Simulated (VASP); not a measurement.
# CsLiCr2Te2S3 (P1) in VASP: reference runs

Reference runs on CsLiCr2Te2S3: the cell as given and a disturbed copy.

All numbers are computed with VASP 6.6.1; they aren't measurements. Logs are shortened: lines on timing, memory, paths and dates and some standing lists are left out, and cuts for length are marked.

## 1. The structure

The typed cell holds 9 atoms: a = 6.108 Å, b = 6.358 Å, c = 7.995 Å, α = 101.14°, β = 99.87°, γ = 111.27°.

The cell was built by a generator and needn't be a form met in nature.

## 2. Single point, PBE, collinear spin, ferromagnetic start

INCAR reads:

```
  ALGO = Normal
  EDIFF = 1E-7
  ENCUT = 520
  GGA = PE
  ISIF = 2
  ISMEAR = -1
  ISPIN = 2
  KPAR = 4
  LASPH = T
  LCHARG = F
  LMAXMIX = 4
  LORBIT = 11
  LREAL = F
  LWAVE = F
  MAGMOM = 0 0 3 3 0 0 0 0 0
  NBANDS = 47
  NELM = 120
  PREC = Accurate
  SIGMA = 0.05
```

KPOINTS reads:

```
k-points
0
Gamma
  5 5 4
```

POSCAR reads:

```
CsLiCr2Te2S3
1.0
    6.1079200000     -0.0188600000      0.0058100000
   -2.2882200000      5.9315100000      0.0033300000
   -1.3846200000     -2.1939500000      7.5626000000
Cs Li Cr Te S
1 1 2 2 3
Direct
    0.0634800000      0.1017800000      0.9939400000
    0.5702600000      0.5814300000      0.5740300000
    0.0780100000      0.5013800000      0.5799000000
    0.4316200000      0.0297200000      0.5372200000
    0.5445800000      0.7673200000      0.2819800000
    0.0114300000      0.6593200000      0.2990200000
    0.7780000000      0.3713300000      0.7077300000
    0.3940200000      0.8250800000      0.7487500000
    0.1960500000      0.2300900000      0.4864600000
```

Potentials or basis: VASP PAW PBE potentials, release 64 (Cs_sv, Li_sv, Cr_pv, Te, S).

Run with:

```bash
> cat potpaw_PBE.64/Cs_sv/POTCAR potpaw_PBE.64/Li_sv/POTCAR potpaw_PBE.64/Cr_pv/POTCAR potpaw_PBE.64/Te/POTCAR potpaw_PBE.64/S/POTCAR > POTCAR
> mpirun -np 4 vasp_std > vasp.out
```

OUTCAR:

```text
EDIFF = 1E-7
   ENCUT = 520
   GGA = PE
   ISIF = 2
   ISMEAR = -1
   ISPIN = 2
   LASPH = T
   LORBIT = 11
   LREAL = F
   NELM = 120
   PREC = Accurate

 ion  position               nearest neighbor table
   1  0.063  0.102  0.994-
   2  0.570  0.581  0.574-   9 2.42   7 2.42   8 2.53   5 2.82   3 2.87
   3  0.078  0.501  0.580-   9 2.15   8 2.22   7 2.23   6 2.66   2 2.87
   4  0.432  0.030  0.537-   9 2.28   8 2.32   7 2.36   5 2.73   6 2.82
   5  0.545  0.767  0.282-   4 2.73   2 2.82   6 3.11   6 3.15
   6  0.011  0.659  0.299-   3 2.66   4 2.82   5 3.11   5 3.15
   7  0.778  0.371  0.708-   3 2.23   4 2.36   2 2.42
   8  0.394  0.825  0.749-   3 2.22   4 2.32   2 2.53
   9  0.196  0.230  0.486-   3 2.15   4 2.28   2 2.42

  LATTYP: Found a triclinic cell.
 ALAT       =     7.0391492137
 B/A-ratio  =     2.2477581351
 C/A-ratio  =     1.2473194634
 COS(alpha) =     0.0034065765
 COS(beta)  =     0.5073740706
 COS(gamma) =     0.8166993666

  Lattice vectors:

 A1 = (  -3.8197000000,  -5.9126500000,  -0.0091400000)
 A2 = ( -11.3122400000,  -8.0877400000,   7.5476500000)
 A3 = (  -2.4350800000,  -3.7187000000,  -7.5717400000)

Analysis of symmetry for initial positions (statically):
=====================================================================
 Subroutine PRICEL returns:
 Original cell was already a primitive cell.

 Routine SETGRP: Setting up the symmetry group for a
 triclinic supercell.

 Subroutine GETGRP returns: Found  1 space group operations
 (whereof  1 operations were pure point group operations)
 out of a pool of  2 trial point group operations.

The static configuration has the point symmetry C_1 .

Analysis of symmetry for dynamics (positions and initial velocities):
=====================================================================
 Subroutine PRICEL returns:
 Original cell was already a primitive cell.

 Routine SETGRP: Setting up the symmetry group for a
 triclinic supercell.

 Subroutine GETGRP returns: Found  1 space group operations
 (whereof  1 operations were pure point group operations)
 out of a pool of  2 trial point group operations.

The dynamic configuration has the point symmetry C_1 .

Analysis of structural, dynamic, and magnetic symmetry:
=====================================================================
 Subroutine PRICEL returns:
 Original cell was already a primitive cell.

 Routine SETGRP: Setting up the symmetry group for a
 triclinic supercell.

 Subroutine GETGRP returns: Found  1 space group operations
 (whereof  1 operations were pure point group operations)
 out of a pool of  2 trial point group operations.

The overall configuration has the point symmetry C_1 .

 Subroutine INISYM returns: Found  1 space group operations
 (whereof  1 operations are pure point group operations),
 and found     1 'primitive' translations

----------------------------------------------------------------------------------------

                                     Primitive cell

  volume of cell :     273.7821

  direct lattice vectors                    reciprocal lattice vectors
     6.107920000 -0.018860000  0.005810000     0.163870997  0.063189970  0.048334527
    -2.288220000  5.931510000  0.003330000     0.000474406  0.168746616  0.049041138
    -1.384620000 -2.193950000  7.562600000    -0.000126103 -0.000122849  0.132170929

  length of vectors
     6.107951881  6.357576011  7.995217815     0.182161748  0.175728992  0.132171046

  position of ions in fractional coordinates (direct lattice)
     0.063480000  0.101780000  0.993940000
     0.570260000  0.581430000  0.574030000
     0.078010000  0.501380000  0.579900000
     0.431620000  0.029720000  0.537220000
     0.544580000  0.767320000  0.281980000
     0.011430000  0.659320000  0.299020000
     0.778000000  0.371330000  0.707730000
     0.394020000  0.825080000  0.748750000
     0.196050000  0.230090000  0.486460000

  ion indices of the primitive-cell ions
   primitive index   ion index
                 1           1
                 2           2
                 3           3
                 4           4
                 5           5
                 6           6
                 7           7
                 8           8
                 9           9

----------------------------------------------------------------------------------------

 KPOINTS: k-points

Automatic generation of k-mesh.
 Grid dimensions read from file:
 generate k-points for:    5    5    4

 Generating k-lattice:

  Cartesian coordinates                     Fractional coordinates (reciprocal lattice)
     0.032774199  0.012637994  0.009666905     0.200000000  0.000000000  0.000000000
     0.000094881  0.033749323  0.009808228    -0.000000000  0.200000000  0.000000000
    -0.000031526 -0.000030712  0.033042732     0.000000000 -0.000000000  0.250000000

  Length of vectors
     0.036432350  0.035145798  0.033042762

  Shift w.r.t. Gamma in fractional coordinates (k-lattice)
     0.000000000  0.000000000  0.000000000

 Subroutine IBZKPT returns following result:
 ===========================================

 Found     51 irreducible k-points:

 Following reciprocal coordinates:
            Coordinates               Weight
  0.000000  0.000000  0.000000      1.000000
  0.200000  0.000000  0.000000      2.000000
  0.400000  0.000000  0.000000      2.000000
 -0.000000  0.200000 -0.000000      2.000000
  0.200000  0.200000  0.000000      2.000000
  0.400000  0.200000  0.000000      2.000000
[... 16 lines left out ...]
 -0.200000  0.200000  0.250000      2.000000
 -0.000000  0.400000  0.250000      2.000000
 [... further k-points ...]
   k-points           NKPTS =     51   k-points in BZ     NKDIM =     51   number of bands    NBANDS=     47
   number of dos      NEDOS =    301   number of ions     NIONS =      9
   total plane-waves  NPLWV = 138240
   dimension x,y,z NGX =    48 NGY =   48 NGZ =   60
   dimension x,y,z NGXF=    96 NGYF=   96 NGZF=  120
   ions per type =               1   1   2   2   3
   NGX,Y,Z   is equivalent  to a cutoff of  13.06, 12.55, 12.48 a.u.
   NGXF,Y,Z  is equivalent  to a cutoff of  26.13, 25.10, 24.95 a.u.
 SYSTEM =  unknown system
   PREC   = accura    normal or accurate (medium, high low for compatibility)
   ISTART =      0    job   : 0-new  1-cont  2-samecut
   ICHARG =      2    charge: 1-file 2-atom 10-const
   ISPIN  =      2    spin polarized calculation?
   LNONCOLLINEAR =      F non collinear calculations
   LSORBIT =      F    spin-orbit coupling
   LASPH  =      T    aspherical Exc in radial PAW
   ENCUT  =  520.0 eV  38.22 Ry    6.18 a.u.  11.36 11.82 14.87*2*pi/ulx,y,z
   NELM   =    120;   NELMIN=  2; NELMDL= -5     # of ELM steps
   EDIFF  = 0.1E-06   stopping-criterion for ELM
   LREAL  =      F    real-space projection
   EDIFFG = 0.1E-05   stopping-criterion for IOM
   NSW    =      0    number of steps for IOM
   IBRION =     -1    ionic relax: 0-MD 1-quasi-New 2-CG
   NFREE  =      0    steps in history (QN), initial steepest desc. (CG)
   ISIF   =      2    stress and relaxation
   ISYM   =      2    0-nonsym 1-usesym 2-fastsym
   POTIM  = 0.5000    time-step for ionic-motion
   TEBEG  =    0.0;   TEEND  =   0.0 temperature during run
   PSTRESS=    0.0 pullay stress
   NELECT =      66.0000    total number of electrons
   NUPDOWN=      -1.0000    fix difference up-down
   EMIN   =  10.00;   EMAX   =-10.00  energy-range for DOS
   EFERMI =   0.00;   METHOD = LEGACY
   ISMEAR =    -1;   SIGMA  =   0.05  broadening in eV -4-tet -1-fermi 0-gaus
   EFERMI_NEDOS =   21; number of points for ismear=-14 and -15
   IALGO  =     38    algorithm
   IMIX   =      4    mixing-type and parameters
     AMIX     =   0.40;   BMIX     =  1.00
     AMIX_MAG =   1.60;   BMIX_MAG =  1.00
  volume/ion in A,a.u.               =      30.42       205.29
  Fermi-wavevector in a.u.,A,eV,Ry     =   1.018876  1.925396 14.124308  1.038107
  Thomas-Fermi vector in A             =   2.152358
   LORBIT       =     11    0 simple, 1 ext, 2 COOP (PROOUT), +10 PAW based schemes
   GGA     = PE    functional components
   LHFCALC =     F    Hartree Fock is set to
   AEXX    =    0.0000 exact exchange contribution
   IVDW    =     0    specifies the selected vdW correction
   LEPSILON=     F    determine dielectric tensor
   LRPA    =     F    only Hartree local field effects (RPA)
 spin polarized calculation
  energy-cutoff  :      520.00
  volume of cell :      273.78
 maximum number of plane-waves:      7399
 NGX is ok and might be reduce to    48
   NGX = 23   NGY = 23   NGZ = 29

 number of electron      66.0000018 magnetization       5.4162690

 Free energy of the ion-electron system (eV)
  ---------------------------------------------------
  ext. energy  EPLUGINS =         0.00000000
  ---------------------------------------------------
  free energy    TOTEN  =       -46.12751839 eV

  energy without entropy =      -46.09539456  energy(sigma->0) =      -46.11145647

 E-fermi :   3.0057     XC(G=0):  -8.0833

 val. band max:        3.0036190539   @ k =   0.2000   0.2000   0.2500
 cond. band min:       3.0096474690   @ k =  -0.2000  -0.2000   0.2500
 fundamental gap:      0.0060284151
 Fermi energy:         3.0056647937

 spin component 1

 k-point     1 :       0.0000    0.0000    0.0000
  band No.  band energies     occupation
      1     -42.8675      1.00000
      2     -41.5229      1.00000
      3     -41.4776      1.00000
      4     -41.4618      1.00000
      5     -41.4144      1.00000
      6     -41.4121      1.00000
[... 37 lines left out ...]
     44       7.4070      0.00000
     45       7.5241      0.00000
[... 1063 lines left out ...]
      5     -41.4148      1.00000
      6     -41.4118      1.00000
[... 37 lines left out ...]
     44       7.2242      0.00000
     45       7.6094      0.00000

 [... further k-points ...]

 spin component 2

 k-point     1 :       0.0000    0.0000    0.0000
  band No.  band energies     occupation
      1     -42.8653      1.00000
      2     -39.0853      1.00000
      3     -38.9516      1.00000
      4     -38.7023      1.00000
      5     -38.5773      1.00000
      6     -38.5164      1.00000
[... 37 lines left out ...]
     44       7.5398      0.00000
     45       7.7005      0.00000
[... 1063 lines left out ...]
      5     -38.5772      1.00000
      6     -38.5165      1.00000
[... 37 lines left out ...]
     44       7.4051      0.00000
     45       7.7885      0.00000

 [... further k-points ...]

 [bands above 45 left out]

------------------------ aborting loop because EDIFF is reached ----------------------------------------

  FORCE on cell =-STRESS in cart. coord.  units (eV):
  Direction    XX          YY          ZZ          XY          YZ          ZX
  --------------------------------------------------------------------------------------
  -------------------------------------------------------------------------------------
  Total        0.4313316     -0.2637158     -0.3811095      0.0246088      0.0079631      0.0384435
  in kB        2.5241598     -1.5432695     -2.2302589      0.1440109      0.0465999      0.2249720
  external PRESSURE =      -0.4164562 kB  Pullay stress =       0.0000000 kB

 VOLUME and BASIS-vectors are now :
 -----------------------------------------------------------------------------
  energy-cutoff  :      520.00
  volume of cell :      273.78
      direct lattice vectors                 reciprocal lattice vectors
     6.107920000 -0.018860000  0.005810000     0.163870997  0.063189970  0.048334527
    -2.288220000  5.931510000  0.003330000     0.000474406  0.168746616  0.049041138
    -1.384620000 -2.193950000  7.562600000    -0.000126103 -0.000122849  0.132170929

 POSITION                                       TOTAL-FORCE (eV/Angst)
 -----------------------------------------------------------------------------------
     -1.22139     -1.57814      7.51748         0.002124      0.001092     -0.003773
      1.35785      2.17861      4.34641         0.001837      0.008790     -0.005076
     -1.47373      1.70020      4.38767        -0.022065      0.040242     -0.039334
      1.82445     -1.01049      4.06539         0.019276     -0.054148     -0.085323
      1.18002      3.92245      2.13822         0.019484      0.080954      0.062999
     -1.85288      3.25451      2.26363        -0.029690     -0.066172      0.101131
      2.92234      0.63515      5.35804         0.010396      0.012369     -0.010456
     -0.51806      3.24382      5.66753        -0.005465     -0.004177     -0.020122
     -0.00260      0.29381      3.68081         0.004102     -0.018949     -0.000045
 -----------------------------------------------------------------------------------
    total drift:                                0.000281      0.000421     -0.000179

  FREE ENERGIE OF THE ION-ELECTRON SYSTEM (eV)
  ---------------------------------------------------
  free  energy   TOTEN  =       -46.1275183869 eV

  energy  without entropy=      -46.0953945614  energy(sigma->0) =      -46.11145647

 total charge

# of ion       s       p       d       tot
------------------------------------------
    1        1.832   4.705   0.023   6.560
    2        2.018   0.055   0.000   2.073
    3        0.340   6.289   4.177  10.806
    4        0.285   6.242   4.110  10.637
    5        1.391   1.948   0.024   3.363
    6        1.396   1.930   0.035   3.361
    7        1.335   2.404   0.000   3.738
    8        1.340   2.393   0.000   3.732
    9        1.344   2.403   0.000   3.746
--------------------------------------------------
tot         11.279  28.368   8.370  48.017

 magnetization (x)

# of ion       s       p       d       tot
------------------------------------------
    1        0.000  -0.000   0.001   0.001
    2        0.000   0.001   0.000   0.001
    3        0.036   0.027   2.463   2.525
    4        0.037   0.032   2.829   2.898
    5       -0.002  -0.061   0.002  -0.060
    6       -0.004  -0.109   0.004  -0.109
    7       -0.002  -0.059   0.000  -0.062
    8       -0.003  -0.081   0.000  -0.084
    9       -0.001  -0.112   0.000  -0.113
--------------------------------------------------
tot          0.062  -0.364   5.300   4.997
```

Wall time 11 min (4 MPI ranks of Intel Xeon Platinum 8488C (Sapphire Rapids), shared host); peak memory 1.2 GiB.

What came out:

```yaml
Free_energy: -46.1275 eV
Largest_force: 0.124 eV/Å
Band_gap_on_the_k_mesh: none (metal or under the smearing width)
Net_moment: 5.42 μB per cell
Site_moments: Cs +0.00; Li +0.00; Cr +2.52, +2.90; Te -0.06, -0.11; S -0.06, -0.08, -0.11 μB
Valence_electrons_inside_the_program's_atomic_spheres: Cs 6.56; Li 2.07; Cr 10.81, 10.64; Te 3.36; S 3.74, 3.73, 3.75
```

Forces on the atoms (eV/Å):
```
Cs   0.002  0.001 -0.004
Li   0.002  0.009 -0.005
Cr  -0.022  0.040 -0.039
Cr   0.019 -0.054 -0.085
Te   0.019  0.081  0.063
Te  -0.030 -0.066  0.101
S    0.010  0.012 -0.010
S   -0.005 -0.004 -0.020
S    0.004 -0.019  0.000
```

Caveat: the cutoff is under 1.25 times the usual one of these potentials, so pressure, stress and relaxed cells hold a basis-set (Pulay) error; only a ferromagnetic start was run, and an antiferromagnetic order may lie lower in energy. The run has no spin-orbit coupling, so splittings on Cs, Te are missing.

## 3. Single point, PBE, collinear spin, ferromagnetic start (atoms moved at random, drawn with an rms of 0.05 Å)

INCAR is that of step 2.

KPOINTS is that of step 2.

POSCAR reads:

```
CsLiCr2Te2S3
1.0
    6.1079200000     -0.0188600000      0.0058100000
   -2.2882200000      5.9315100000      0.0033300000
   -1.3846200000     -2.1939500000      7.5626000000
Cs Li Cr Te S
1 1 2 2 3
Direct
    0.0552280000      0.1012980000      0.9906230000
    0.5659770000      0.5850150000      0.5791320000
    0.0834540000      0.5009180000      0.5842240000
    0.4344880000      0.0296480000      0.5359410000
    0.5386850000      0.7610850000      0.2762350000
    0.0096030000      0.6601900000      0.3039130000
    0.7712320000      0.3628500000      0.7041810000
    0.3986970000      0.8303170000      0.7489410000
    0.1917470000      0.2337250000      0.4853780000
```

Potentials or basis: VASP PAW PBE potentials, release 64 (Cs_sv, Li_sv, Cr_pv, Te, S).

Run with:

```bash
> cat potpaw_PBE.64/Cs_sv/POTCAR potpaw_PBE.64/Li_sv/POTCAR potpaw_PBE.64/Cr_pv/POTCAR potpaw_PBE.64/Te/POTCAR potpaw_PBE.64/S/POTCAR > POTCAR
> mpirun -np 4 vasp_std > vasp.out
```

Run time: 9.1 min. Hardware: 4 MPI ranks of Intel Xeon Platinum 8488C (Sapphire Rapids), shared host; peak memory 1.1 GiB.

It converged, with:

```
Free energy                                           : -46.0761 eV
Largest force                                         : 0.813 eV/Å
Band gap on the k mesh                                : none (metal or under the smearing width)
Net moment                                            : 5.43 μB per cell
Site moments                                          : Cs +0.00; Li +0.00; Cr +2.50, +2.91; Te -0.06, -0.11; S -0.06, -0.08, -0.11 μB
Valence electrons inside the program's atomic spheres : Cs 6.56; Li 2.07; Cr 10.83, 10.64; Te 3.36; S 3.74, 3.75
```

Forces in eV/Å, atoms in the order of the input:
```
Cs   0.025 -0.007  0.032
Li   0.138 -0.008 -0.077
Cr  -0.659  0.377  0.119
Cr  -0.308 -0.082 -0.378
Te   0.004  0.104  0.198
Te  -0.039 -0.073  0.063
S    0.265  0.374  0.096
S   -0.048 -0.172  0.057
S    0.620 -0.513 -0.110
```

Levels at points of the mesh, in eV from the Fermi level:
Spin up:
```tsv
k point	band 33	band 34	band 35	band 36	band 37	band 38	band 39	band 40
(0.00, 0.00, 0.00)	-1.06	-0.75	-0.63	-0.27	0.53	0.71	1.04	1.49
(0.00, 0.00, 0.50)	-1.06	-0.81	-0.62	-0.28	0.50	0.58	0.99	1.53
```
Spin down:
| k point | band 26 | band 27 | band 28 | band 29 | band 30 | band 31 | band 32 | band 33 | band 34 | band 35 |
| --- | --- | --- | --- | --- | --- | --- | --- | --- | --- | --- |
| (0.00, 0.00, 0.00) | -2.43 | -2.33 | -1.69 | -1.56 | -1.29 | 0.49 | 0.85 | 0.97 | 1.33 | 1.40 |
| (0.00, 0.00, 0.50) | -2.60 | -2.40 | -1.74 | -1.47 | -1.31 | 0.53 | 0.81 | 0.95 | 1.39 | 1.48 |

Caveat: the cutoff is under 1.25 times the usual one of these potentials, so pressure, stress and relaxed cells hold a basis-set (Pulay) error; only a ferromagnetic start was run, and an antiferromagnetic order may lie lower in energy. Spin-orbit coupling is left out, which matters for the levels of Cs, Te.
